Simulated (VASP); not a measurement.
Here is the system:

```
CELL_PARAMETERS angstrom
      3.25720     0.00000     0.00000
      0.00000     3.25720     0.00000
      0.00000     0.00000     3.25720
ATOMIC_POSITIONS crystal
  In 0.50000 0.50000 0.50000
  Pd 0.00000 0.00000 0.00000
```

Computed with vdW-DF-cx, VASP's PBE PAW potentials (set 64) (plane waves; VASP). Settings: 520 eV cut-off, Gaussian smearing of 0.050 eV, potentials In_d Pd.

Give the energies of bands 6 to 14 at the high-symmetry points, in eV from the Fermi level.

```csv
band,Γ,X,M,R
6,-10.25,-6.71,-6.29,-5.00
7,-3.92,-6.15,-3.60,-5.00
8,-3.92,-3.91,-2.76,-5.00
9,-2.35,-3.36,-2.76,-1.72
10,-2.35,-3.36,-2.42,-1.72
11,-2.35,-2.43,-2.42,-0.17
12,4.16,-1.18,-1.76,3.78
13,4.16,9.59,1.44,3.78
14,4.16,9.59,2.44,3.78
```

It has no gap at this level: it comes out as a metal or semimetal.

The compound is PdIn in the CsCl type structure. It was relaxed first. The electron count is odd and the run is not spin-polarised, which forces a metal.
